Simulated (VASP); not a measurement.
Energy against volume of GaSb (zinc blende). Computed with AM05 GGA, VASP's PBE PAW potentials (set 64) (plane waves; VASP). Numerical set-up: 520 eV cut-off, 10×10×10 Γ-centred mesh, first-order Methfessel-Paxton smearing of 0.10 eV, potentials Ga_d Sb.

```csv
V (Å³/atom),E (eV/atom)
27.951,-3.81879
28.816,-3.82260
29.680,-3.81856
30.545,-3.80778
```

Task: Fit these four points and predict the energy of the run at 27.087 Å³/atom.

Result: A cubic in V^(−2/3), the third-order Birch-Murnaghan form, passes through the four points with V0 = 28.78 Å³/atom and B0 = 49 GPa, and gives -3.8058 eV/atom there. The run gave -3.8055 eV/atom, +0.3 meV/atom from the fit; all five points give B0 = 49 GPa.

The compound is GaSb in the zinc blende structure. It was relaxed first.
